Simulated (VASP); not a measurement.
MoI:

```
Mo I
1.0
     0.00000    3.17885    3.17885
     3.17885    0.00000    3.17885
     3.17885    3.17885    0.00000
Mo I
1 1
Direct
  0.00000 0.00000 0.00000
  0.75000 0.75000 0.75000
```

The cell was built by a generator and needn't be a form met in nature.

Base run:

* Program: VASP 6.6.1
* Functional: r2SCAN
* Potentials or basis: VASP PAW PBE potentials, release 64 (Mo_sv, I)
* Cutoff: 520 eV
* k mesh: 7 × 7 × 7
* Occupations: fermi-dirac, width 0.05 eV
* Spin: no spin polarisation

Its results: pressure -8.1 GPa.

Task: The run is repeated on the same cell with these changes: functional from r2SCAN to SCAN. What comes out?

Result: Pressure -8.6 GPa.

Caveats: the PAW data sets were made with another functional, which shifts forces and pressure a little; an odd number of electrons without spin polarisation forces a metal; a magnetic or distorted state may lie lower.

Not every run made on this cell is shown here.
